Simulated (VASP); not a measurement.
Output of a VASP run:

OSZICAR:
```
...
DAV:   3    -0.760221355594E+01   -0.42883E+01   -0.41139E+01  5958   0.112E+02
DAV:   4    -0.786526511164E+01   -0.26305E+00   -0.24398E+00  6020   0.140E+01
DAV:   5    -0.789250922752E+01   -0.27244E-01   -0.23924E-01  5778   0.334E+00    0.288E+01
DAV:   6    -0.119683721729E+02   -0.40759E+01   -0.26895E+01  3120   0.449E+02    0.163E+01
DAV:   7    -0.121760289291E+02   -0.20766E+00   -0.12715E+00  6096   0.564E+01    0.556E-01
DAV:   8    -0.125039363547E+02   -0.32791E+00   -0.72659E-01  4162   0.116E+01    0.358E-01
DAV:   9    -0.119521227322E+02    0.55181E+00   -0.17462E+02  3120   0.316E+03    0.341E-01
DAV:  10    -0.173978739566E+03   -0.16203E+03   -0.16117E+03  5495   0.456E+00    0.183E+00
DAV:  11    -0.127022495500E+02    0.16128E+03   -0.81286E+02  4360   0.556E+01    0.114E+00
DAV:  12    -0.125396125860E+02    0.16264E+00   -0.56922E-02  4955   0.486E+00    0.203E-01
DAV:  13    -0.126445773690E+02   -0.10496E+00   -0.87543E-01  5044   0.310E+00    0.509E-01
DAV:  14    -0.126592669158E+02   -0.14690E-01   -0.21151E-02  4816   0.100E+00    0.363E-01
DAV:  15    -0.126653903382E+02   -0.61234E-02   -0.86321E-03  5160   0.377E-01    0.518E-02
DAV:  16    -0.126661315881E+02   -0.74125E-03   -0.63756E-04  4782   0.165E-01    0.374E-02
DAV:  17    -0.126654535334E+02    0.67805E-03   -0.18386E-04  5086   0.148E-01    0.133E-01
DAV:  18    -0.126654898592E+02   -0.36326E-04   -0.75156E-05  5001   0.106E-01    0.149E-01
DAV:  19    -0.126660646093E+02   -0.57475E-03   -0.33418E-05  4905   0.674E-02    0.900E-02
DAV:  20    -0.126660893025E+02   -0.24693E-04   -0.10645E-06  5188   0.154E-02    0.882E-02
DAV:  21    -0.126661078335E+02   -0.18531E-04   -0.29721E-07  3228   0.932E-03    0.930E-02
DAV:  22    -0.126661432350E+02   -0.35401E-04   -0.17809E-06  4850   0.158E-02    0.905E-02
DAV:  23    -0.126661542586E+02   -0.11024E-04   -0.14093E-07  2255   0.963E-03    0.906E-02
DAV:  24    -0.126661817921E+02   -0.27534E-04   -0.27627E-06  4883   0.220E-02    0.923E-02
DAV:  25    -0.126661897557E+02   -0.79636E-05   -0.97594E-07  4940   0.992E-03    0.916E-02
DAV:  26    -0.126661707539E+02    0.19002E-04   -0.52078E-06  4830   0.256E-02    0.915E-02
DAV:  27    -0.126661447758E+02    0.25978E-04   -0.26912E-06  4806   0.146E-02    0.871E-02
DAV:  28    -0.126661278349E+02    0.16941E-04   -0.21694E-06  4840   0.159E-02    0.774E-02
DAV:  29    -0.126660793979E+02    0.48437E-04   -0.59262E-06  5050   0.242E-02    0.536E-02
DAV:  30    -0.126660266975E+02    0.52700E-04   -0.26265E-06  4740   0.162E-02    0.381E-02
DAV:  31    -0.126659961381E+02    0.30559E-04   -0.88613E-07  4314   0.102E-02    0.269E-02
DAV:  32    -0.126659906103E+02    0.55278E-05   -0.20073E-07  2585   0.530E-03    0.219E-02
DAV:  33    -0.126659880388E+02    0.25715E-05   -0.28907E-08  1935   0.649E-03    0.204E-02
DAV:  34    -0.126659996132E+02   -0.11574E-04   -0.30549E-08  1925   0.446E-03    0.191E-02
DAV:  35    -0.126660103206E+02   -0.10707E-04   -0.90631E-08  2518   0.635E-03    0.166E-02
DAV:  36    -0.126660217601E+02   -0.11439E-04   -0.61481E-08  2216   0.740E-03    0.154E-02
DAV:  37    -0.126660327016E+02   -0.10941E-04   -0.75204E-08  2150   0.882E-03    0.142E-02
DAV:  38    -0.126660430756E+02   -0.10374E-04   -0.12949E-07  2196   0.970E-03    0.137E-02
DAV:  39    -0.126660584341E+02   -0.15358E-04   -0.48996E-07  3718   0.107E-02    0.126E-02
DAV:  40    -0.126660584495E+02   -0.15373E-07   -0.16320E-08  1845   0.369E-03
   1 F= -.12666058E+02 E0= -.12666058E+02  d E =0.000000E+00
       N       E                     dE             ncg
```

### OUTCAR
```
------------------------ aborting loop because EDIFF is reached ----------------------------------------
  FORCE on cell =-STRESS in cart. coord.  units (eV):
  Direction    XX          YY          ZZ          XY          YZ          ZX
  --------------------------------------------------------------------------------------
  Total        0.0794716      0.0794716     -0.0198309      0.0000000      0.0000000     -0.0000000
  in kB        2.2240520      2.2240521     -0.5549769      0.0000000      0.0000000     -0.0000000
  external PRESSURE =       1.2977091 kB  Pullay stress =       0.0000000 kB
  volume of cell :       57.25
      direct lattice vectors                 reciprocal lattice vectors
     1.742593881 -3.018261225  0.000000000     0.286928587 -0.165658292  0.000000000
     1.742593881  3.018261225  0.000000000     0.286928587  0.165658292  0.000000000
     0.000000000  0.000000000  5.442454672     0.000000000  0.000000000  0.183740621
 POSITION                                       TOTAL-FORCE (eV/Angst)
 -----------------------------------------------------------------------------------
      1.74259      1.00609      1.36061        -0.000000     -0.000000      0.000000
      1.74259     -1.00609      4.08184         0.000000      0.000000      0.000000
 -----------------------------------------------------------------------------------
    total drift:                                0.000002      0.000068     -0.000011
  FREE ENERGIE OF THE ION-ELECTRON SYSTEM (eV)
  ---------------------------------------------------
  free  energy   TOTEN  =       -12.6660584495 eV

  energy  without entropy=      -12.6660584495  energy(sigma->0) =      -12.66605845

 total charge

# of ion       s       p       d       tot
------------------------------------------
    1        0.499   6.432   0.912   7.843
    2        0.499   6.432   0.912   7.843
--------------------------------------------------
tot          0.998  12.864   1.824  15.686
```
(Selected blocks of OUTCAR.)

POSCAR:
```
Lu
1
    1.7425938812    -3.0182612248     0.0000000000
    1.7425938812     3.0182612248     0.0000000000
    0.0000000000     0.0000000000     5.4424546719
Lu
2
Direct
  0.3333330000   0.6666670000   0.2500000000
  0.6666670000   0.3333330000   0.7500000000
```

Write an INCAR and KPOINTS that could have produced this output.

This is not unique; one that fits is the input of the run itself, TPSS meta-GGA, plane waves, VASP's PBE PAW potentials (set 64).

File KPOINTS_OPT:
```
k-points along high-symmetry lines
6
Line-mode
Reciprocal
  0.000000   0.000000   0.000000 ! GAMMA
 -0.000000   0.500000   0.000000 ! M

 -0.000000   0.500000   0.000000 ! M
 -0.333333   0.666667   0.000000 ! K

 -0.333333   0.666667   0.000000 ! K
  0.000000   0.000000   0.000000 ! GAMMA

  0.000000   0.000000   0.000000 ! GAMMA
  0.000000   0.000000   0.500000 ! A

  0.000000   0.000000   0.500000 ! A
 -0.000000   0.500000   0.500000 ! L

 -0.000000   0.500000   0.500000 ! L
 -0.333333   0.666667   0.500000 ! H

 -0.333333   0.666667   0.500000 ! H
  0.000000   0.000000   0.500000 ! A

 -0.000000   0.500000   0.500000 ! L
 -0.000000   0.500000   0.000000 ! M

 -0.333333   0.666667   0.500000 ! H
 -0.333333   0.666667   0.000000 ! K
```

### INCAR
```
! general
SYSTEM =Lu
PREC   =Accurate
ENCUT  =520
LREAL  =.FALSE.   ! projection in real space or not
LASPH  =.TRUE.

! electronic loop
EDIFF  =1E-7
NELM   =100   ! most electronic steps
ALGO   =Normal   ! blocked Davidson
LMAXMIX=6   ! l cut-off of mixed one-centre charges
LMIXTAU=.TRUE.

! smearing
ISMEAR =-5   ! tetrahedra, Bloechl

! functional
METAGGA=TPSS

! ions
ISIF   =2   ! forces and stress, cell fixed

! output
LWAVE  =.FALSE.
LCHARG =.FALSE.
LORBIT =11   ! lm-projected
NEDOS  =601
```

### KPOINTS
```
Automatic
0
G
 14 14 8
```

POTCAR, in this order: Lu_3 (PBE.64 set). Program: vasp_std.

For a metal the tetrahedron method with Blöchl corrections gives inexact stress and forces.

The compound is Lu in the hcp structure. It was relaxed first.
